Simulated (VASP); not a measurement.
Output of a VASP run:

OSZICAR:
```
       N       E                     dE             d eps       ncg     rms          rms(c)
DAV:   1    -0.129698189265E+01   -0.12970E+01   -0.14439E+03   576   0.610E+02
DAV:   2    -0.607755300109E+01   -0.47806E+01   -0.47737E+01   816   0.656E+01
DAV:   3    -0.616762437570E+01   -0.90071E-01   -0.90071E-01   660   0.898E+00
DAV:   4    -0.616914701956E+01   -0.15226E-02   -0.15226E-02   798   0.104E+00
DAV:   5    -0.616915103281E+01   -0.40132E-05   -0.40132E-05   672   0.483E-02    0.264E+00
DAV:   6    -0.601464815522E+01    0.15450E+00   -0.13490E-01   654   0.173E+00    0.133E+00
DAV:   7    -0.596496032060E+01    0.49688E-01   -0.16880E-01   708   0.222E+00    0.202E-01
DAV:   8    -0.596671192701E+01   -0.17516E-02   -0.62929E-03   672   0.740E-01    0.292E-02
DAV:   9    -0.596670147482E+01    0.10452E-04   -0.12324E-04   822   0.689E-02    0.135E-02
DAV:  10    -0.596670384110E+01   -0.23663E-05   -0.56975E-06   642   0.207E-02    0.154E-03
DAV:  11    -0.596670298990E+01    0.85120E-06   -0.45980E-07   378   0.779E-03
   1 F= -.59667030E+01 E0= -.59667030E+01  d E =-.596670E+01
       N       E                     dE             d eps       ncg     rms          rms(c)
DAV:   1    -0.596995758588E+01   -0.32537E-02   -0.18756E-02   750   0.129E+00    0.279E-01
DAV:   2    -0.596966001114E+01    0.29757E-03   -0.68496E-04   702   0.270E-01    0.168E-01
DAV:   3    -0.596943885164E+01    0.22116E-03   -0.37619E-04   954   0.132E-01    0.152E-02
DAV:   4    -0.596943457594E+01    0.42757E-05   -0.10380E-05   570   0.405E-02    0.655E-03
DAV:   5    -0.596944059995E+01   -0.60240E-05   -0.37645E-06   816   0.146E-02    0.183E-03
DAV:   6    -0.596944042867E+01    0.17128E-06   -0.10024E-07   282   0.365E-03
   2 F= -.59694404E+01 E0= -.59694404E+01  d E =-.273744E-02
       N       E                     dE             d eps       ncg     rms          rms(c)
DAV:   1    -0.597610402175E+01   -0.66634E-02   -0.12094E-01   732   0.335E+00    0.704E-01
DAV:   2    -0.597413556842E+01    0.19685E-02   -0.47551E-03   690   0.714E-01    0.426E-01
DAV:   3    -0.597287356973E+01    0.12620E-02   -0.24196E-03   948   0.342E-01    0.409E-02
DAV:   4    -0.597285891683E+01    0.14653E-04   -0.76567E-05   588   0.108E-01    0.190E-02
DAV:   5    -0.597287064654E+01   -0.11730E-04   -0.25498E-05   864   0.380E-02    0.457E-03
DAV:   6    -0.597287027715E+01    0.36940E-06   -0.65346E-07   348   0.930E-03
   3 F= -.59728703E+01 E0= -.59728703E+01  d E =-.616729E-02
       N       E                     dE             d eps       ncg     rms          rms(c)
DAV:   1    -0.597307305746E+01   -0.20241E-03   -0.42774E-03   738   0.621E-01    0.133E-01
DAV:   2    -0.597300775583E+01    0.65302E-04   -0.12043E-04   690   0.117E-01    0.791E-02
DAV:   3    -0.597295353129E+01    0.54225E-04   -0.83105E-05   924   0.620E-02    0.630E-03
DAV:   4    -0.597295139106E+01    0.21402E-05   -0.18740E-06   510   0.187E-02    0.267E-03
DAV:   5    -0.597295414368E+01   -0.27526E-05   -0.48377E-07   282   0.659E-03    0.501E-04
DAV:   6    -0.597295401441E+01    0.12928E-06   -0.21246E-07   282   0.577E-03
   4 F= -.59729540E+01 E0= -.59729540E+01  d E =-.625102E-02
```

OUTCAR:
```
------------------------ aborting loop because EDIFF is reached ----------------------------------------
  FORCE on cell =-STRESS in cart. coord.  units (eV):
  Direction    XX          YY          ZZ          XY          YZ          ZX
  --------------------------------------------------------------------------------------
  Total        0.0011205      0.0011205      0.0011205      0.0000000      0.0000000      0.0000000
  in kB        0.1122640      0.1122640      0.1122640      0.0000000      0.0000000      0.0000000
  external PRESSURE =       0.1122640 kB  Pullay stress =       0.0000000 kB
  volume of cell :       15.99
      direct lattice vectors                 reciprocal lattice vectors
    -0.000000000  1.999628964  1.999628964    -0.250046388  0.250046388  0.250046388
     1.999628964  0.000000000  1.999628964     0.250046388 -0.250046388  0.250046388
     1.999628964  1.999628964  0.000000000     0.250046388  0.250046388 -0.250046388
  FREE ENERGIE OF THE ION-ELECTRON SYSTEM (eV)
  ---------------------------------------------------
  free  energy   TOTEN  =        -5.9729540144 eV

  energy  without entropy=       -5.9729540144  energy(sigma->0) =       -5.97295401

 reached required accuracy - stopping structural energy minimisation
```
(Selected blocks of OUTCAR.)

POSCAR:
```
LiH
1
    0.0000000000     2.0400000000     2.0400000000
    2.0400000000     0.0000000000     2.0400000000
    2.0400000000     2.0400000000     0.0000000000
Li H
1 1
Direct
  0.0000000000   0.0000000000   0.0000000000
  0.5000000000   0.5000000000   0.5000000000
```

**Question.** Reconstruct the remaining input files.

**Answer.** This is not unique; one that fits is the input of the run itself, AM05 GGA, plane waves, VASP's PBE PAW potentials (set 64).

File KPOINTS:
```
kpoints
0
gamma
  10 10 10
```

INCAR:
```
ALGO  =  Normal
EDIFF  =  1E-6
EDIFFG  =  -0.01
ENCUT  =  520
GGA  =  AM
IBRION  =  2
ISIF  =  3
ISMEAR  =  0
LASPH  =  T
LCHARG  =  F
LREAL  =  F
LWAVE  =  F
NELM  =  100
NSW  =  60
PREC  =  Accurate
SIGMA  =  0.05
SYSTEM  =  LiH
```

POTCAR, in this order: Li_sv H (PBE.64 set). Program: vasp_std.

Energy and stress use the plane-wave basis of the starting cell.

The compound is LiH in the rock salt structure. This run relaxes it. Symmetry was kept, so distortions that lower it aren't found.
